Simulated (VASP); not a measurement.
# Pd$_{3}$Pt (ordered alloy cell): computed properties

Level of theory: PBEsol GGA, VASP's PBE PAW potentials (set 64) (plane waves; VASP).

```
Property                                                                                  Result
----------------------------------  ------------------------------------------------------------
space group                                                                           R-3m (166)
cell                                a = b = 2.7402 Å, c = 26.9270 Å, α = β = 90.00°, γ = 120.00°
volume per atom                                                                   14.59 Å^3/atom
band gap (over mesh and band path)                      none (metal, semimetal or under 0.01 eV)
density                                                                              14.63 g/cm³
```

```cif
data_Pd9Pt3
_chemical_formula_sum 'Pt3 Pd9'
_space_group_name_H-M_alt 'R-3m :H'
_space_group_IT_number 166
_space_group_name_Hall '-R 3 2"'
_cell_length_a 2.74019
_cell_length_b 2.74019
_cell_length_c 26.92704
_cell_angle_alpha 90.000
_cell_angle_beta 90.000
_cell_angle_gamma 120.000
loop_
_atom_site_label
_atom_site_type_symbol
_atom_site_symmetry_multiplicity
_atom_site_Wyckoff_symbol
_atom_site_fract_x
_atom_site_fract_y
_atom_site_fract_z
_atom_site_occupancy
Pt1 Pt 3 a 0.00000 0.00000 0.00000 1
Pd1 Pd 6 c 0.00000 0.00000 0.24945 1
Pd2 Pd 3 b 0.00000 0.00000 0.50000 1
```
(The calculation used a cell of 4 atoms; values per cell refer to that cell.)

Unless said otherwise, spin-orbit coupling is left out, though it shifts the bands of the heavy elements here.

The structure was generated: Pd3Pt was put into an ordered model structure (R-3m), which need not be its known phase. It was relaxed first. Symmetry was kept, so distortions that lower it aren't found.
